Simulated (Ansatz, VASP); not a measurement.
## Two plane-wave programs on SrBr2

INCAR

```
SYSTEM = SrBr2
ALGO     = Normal         ! electronic algorithm
EDIFF    = 1E-8           ! SCF threshold, eV
ENCUT    = 520            ! plane-wave cutoff, eV
ISIF     = 2              ! what is computed and relaxed
ISMEAR   = -1             ! smearing method
LASPH    = .True.         ! aspherical terms in the spheres
LCHARG   = .False.        ! write CHGCAR
LEFG     = .True.       
LREAL    = .False.        ! projectors in reciprocal space
LWAVE    = .False.        ! write WAVECAR
NBANDS   = 19             ! bands
NELM     = 100            ! most SCF steps
PREC     = Accurate       ! precision mode
SIGMA    = 0.03           ! smearing width, eV
```

The input KPOINTS:

```
k-points
0
Gamma
  10 10 5
  0 0 0
```

The input POSCAR:

```
SrBr2
1.0
    4.2018144460      0.0000000000      0.0000000000
   -2.1009072230      3.6388780522      0.0000000000
    0.0000000000      0.0000000000      7.2898609864
Sr Br
1 2
Direct
    0.0000000000      0.0000000000      0.0000000000
    0.3333333333      0.6666666667      0.2438124328
    0.3333333333      0.6666666667      0.7561875672
```

Input for Ansatz:

```yaml
crystal:
  lattice:
    - [4.201814446, 0.0, 0.0]
    - [-2.100907223, 3.6388780522, 0.0]
    - [0.0, 0.0, 7.2898609864]
  atoms:
    - { symbol: Sr, position: [0.0, 0.0, 0.0] }
    - { symbol: Br, position: [0.3333333333, 0.6666666667, 0.2438124328] }
    - { symbol: Br, position: [0.3333333333, 0.6666666667, 0.7561875672] }
kpoints:
  mp_grid: { grid: [10, 10, 5] }
  band_path:
    path:
      - [0.0, 0.0, 0.0]
      - [0.5, 0.0, 0.0]
      - [0.3333333333, 0.3333333333, 0.0]
      - [0.0, 0.0, 0.0]
      - [0.0, 0.0, 0.5]
      - [0.5, 0.0, 0.5]
      - [0.3333333333, 0.3333333333, 0.5]
      - [0.0, 0.0, 0.5]
      - [0.5, 0.0, 0.5]
    npoints: 14
scf:
  occupations: { method: fermi_dirac, width: 0.03 }
hamiltonian:
  xc: lda
  pseudopotentials: { kind: paw }
output:
  forces: true
  stress: true
  eigenvalues: true
  efg: { contact_densities: true }
  populations: true
  bader: true
  dos: { projected: true, de: 0.2, e_range: [-14, 8] }
  write_density: true
  write_potential: true
  elf: true
  volumetric_format: npy
```

Alike in both runs: task electric field gradients; functional LDA; k mesh 10 × 10 × 5; occupations fermi-dirac, width 0.03 eV; no spin polarisation.

|  | VASP | Ansatz |
| --- | --- | --- |
| version | VASP 6.6.1 | Ansatz 0.2.0 |
| potentials or method | VASP PAW LDA potentials, release 64 (Sr_sv, Br) | PAW with Ansatz's default frozen-core files, scalar-relativistic |
| plane-wave cutoff (eV) | 520 | 420 |
| valence electrons in the cell | 24 | 24 |

Ansatz gave:

- gap on the k mesh at the Fermi level (eV): 3.68
- pressure (GPa): 0.0
- rms of the force components (eV/Å): 0.001
- Vzz of the field gradient on the site that differs most (V/Å²): -50.0

**Question.** Estimate VASP's values.

**Answer.** gap on the k mesh at the Fermi level (eV): 3.68; pressure (GPa): 0.1; rms of the force components (eV/Å): 0.013; Vzz of the field gradient on the site that differs most (V/Å²): -49.5.

Atom by atom the forces differ by 0.014 eV/Å (rms over components). Ansatz warned: «gradients_without_spin_orbit».

Caveats: an odd mesh through Γ misses points on the zone boundary, where band edges often lie.
